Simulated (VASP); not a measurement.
Output of a VASP run:

**OSZICAR**
```
       N       E                     dE             d eps       ncg     rms          rms(c)
DAV:   1    -0.625785072282E+03   -0.62579E+03   -0.77101E+00   324   0.829E+00    0.282E+00
DAV:   2    -0.625818805164E+03   -0.33733E-01   -0.13361E-01   358   0.895E-01    0.183E+00
DAV:   3    -0.625799718392E+03    0.19087E-01   -0.10014E-02   376   0.283E-01    0.109E+00
DAV:   4    -0.625794467050E+03    0.52513E-02   -0.66630E-03   376   0.199E-01    0.623E-01
DAV:   5    -0.625793199245E+03    0.12678E-02   -0.13360E-03   376   0.921E-02    0.334E-01
DAV:   6    -0.625792783442E+03    0.41580E-03   -0.27049E-04   366   0.471E-02    0.179E-01
DAV:   7    -0.625792659674E+03    0.12377E-03   -0.88970E-05   358   0.281E-02    0.952E-02
DAV:   8    -0.625792624340E+03    0.35334E-04   -0.19516E-05   222   0.143E-02    0.535E-02
DAV:   9    -0.625792613820E+03    0.10520E-04   -0.69294E-06   224   0.897E-03    0.293E-02
DAV:  10    -0.625792610974E+03    0.28460E-05   -0.17186E-06   214   0.429E-03
   1 F= -.62579261E+03 E0= -.62579261E+03  d E =-.699978E-11
```

**OUTCAR**
```
------------------------ aborting loop because EDIFF is reached ----------------------------------------
  volume of cell :      380.90
      direct lattice vectors                 reciprocal lattice vectors
     7.248884826  0.000000000  0.000000000     0.137952254  0.000000000  0.000000000
     0.000000000  7.248884826  0.000000000     0.000000000  0.137952254  0.000000000
     0.000000000  0.000000000  7.248884826     0.000000000  0.000000000  0.137952254
  FREE ENERGIE OF THE ION-ELECTRON SYSTEM (eV)
  ---------------------------------------------------
  free  energy   TOTEN  =      -625.7926109742 eV

  energy  without entropy=     -625.7926109742  energy(sigma->0) =     -625.79261097

  exchange ACFDT corr.  =         0.00000000  see jH, gK, PRB 81, 115126
```
(Selected blocks of OUTCAR.)

### POSCAR
```
B32N31S
1
    7.2488848260     0.0000000000     0.0000000000
    0.0000000000     7.2488848260     0.0000000000
    0.0000000000     0.0000000000     7.2488848260
B N S
32 31 1
Direct
  0.4975041940   0.9991200170   0.9994205225
  0.7516701146   0.2479328026   0.0004161242
  0.7517133615   0.0000422625   0.2480958064
  0.9981513695   0.0015231541   0.0017339143
  0.2487147880   0.2480143801   0.9994120564
  0.4973961333   0.5022419396   0.0004551557
  0.7516428317   0.7509057173   0.9993854651
  0.2486866829   0.9991173881   0.2483042124
  0.4788865814   0.2295364398   0.2298533159
  0.7700272563   0.5206650303   0.2298928250
  0.4974021803   0.0000168048   0.5025466978
  0.7703190302   0.2291784128   0.5209446848
  0.7517699933   0.9990097378   0.7512788388
  0.0003813786   0.5020564431   0.9994346653
  0.2509887439   0.7486763915   0.0017574830
  0.9994596100   0.2478721986   0.2481473854
  0.2495101034   0.5022257434   0.2482161782
  0.4974085389   0.7500058236   0.2482095119
  0.0005005634   0.9989763523   0.5023647955
  0.2495751233   0.2477531581   0.5025896725
  0.4789868715   0.5203383731   0.5209041365
  0.7517652957   0.7498695623   0.5024990460
  0.2510817395   0.0013699456   0.7489147535
  0.4974395763   0.2477472498   0.7503658705
  0.7518024686   0.5021044029   0.7502700905
  0.0004121603   0.7509503288   0.2482235795
  0.9995457297   0.5021421819   0.5024802113
  0.2487972634   0.7507983790   0.5023843927
  0.0004831544   0.2478366342   0.7512864380
  0.2487181124   0.5020123781   0.7513872242
  0.4975230089   0.7508175136   0.7512832478
  0.9982177715   0.7485253919   0.7489075318
  0.6240814653   0.1208537670   0.1211175881
  0.8786858461   0.3755290685   0.1211734780
  0.8788482312   0.1206255049   0.3756490758
  0.1241039246   0.1245451707   0.1247760647
  0.3703027111   0.3747100179   0.1212129409
  0.6249549876   0.6292997307   0.1211988756
  0.8750569837   0.8755349210   0.1247125983
  0.3703272575   0.1207776373   0.3750275672
  0.8787834694   0.6292594820   0.3749552480
  0.6250398753   0.1206618160   0.6296040347
  0.8788743219   0.3744813569   0.6295360788
  0.8750719665   0.1244970887   0.8758780667
  0.1249918285   0.6256141212   0.1247916461
  0.3740565452   0.8745419372   0.1248451888
  0.1245345277   0.3749857958   0.3753793527
  0.3704233861   0.6291218417   0.3757242690
  0.6245795926   0.8749764641   0.3753455085
  0.1250830642   0.1243270434   0.6259224052
  0.3703488879   0.3752812550   0.6296544050
  0.6241793903   0.6290785227   0.6295377658
  0.8751582584   0.8743817406   0.6258702519
  0.3740781241   0.1244394379   0.8748578286
  0.6245677818   0.3750329515   0.8753736936
  0.8751021097   0.6255035549   0.8748140953
  0.1246510498   0.8749271964   0.3753104555
  0.1241656165   0.6254579817   0.6258931481
  0.3740998412   0.8754118810   0.6258756846
  0.1245539694   0.3749740128   0.8753770467
  0.3740619714   0.6255651868   0.8759353902
  0.6245944798   0.8749650891   0.8753427874
  0.1246004732   0.8750381395   0.8753136298
  0.6246553314   0.3748697464   0.3753919972
```

Problem. Reconstruct the remaining input files.

Solution. One answer among several that fit: the input of the run itself, HSE06 screened hybrid, plane waves, VASP's PBE PAW potentials (set 64).

**KPOINTS**
```
Automatic mesh
0
Gamma
1 1 1
0 0 0
```

### INCAR
```
SYSTEM = B32N31S
PREC = Normal; ENCUT = 400; LREAL = Auto
LASPH = .TRUE.; ISYM = 0; NELECT = 258.0
EDIFF = 1E-5; NELM = 50; NELMIN = 4
ALGO = Normal
ISMEAR = 0; SIGMA = 0.05
GGA = PE; LHFCALC = .TRUE.; AEXX = 0.25
HFSCREEN = 0.2; PRECFOCK = Fast
ISIF = 0
LWAVE = .FALSE.; LCHARG = .FALSE.
```

POTCAR, in this order: B N S (PBE.64 set). Program: vasp_gam. Read from the step before: WAVECAR.

The cell is charged, with a uniform compensating background. The supercell is sampled at Γ alone, which is coarse: total energies, pressure and levels can be off, energies of defects by several tenths of an eV.

The cell is a supercell with a defect, built from BN (zinc blende): S_N, charge -1. The cell's shape comes from a PBE relaxation. The run is not spin-polarised, so no state with unpaired spins was tried.
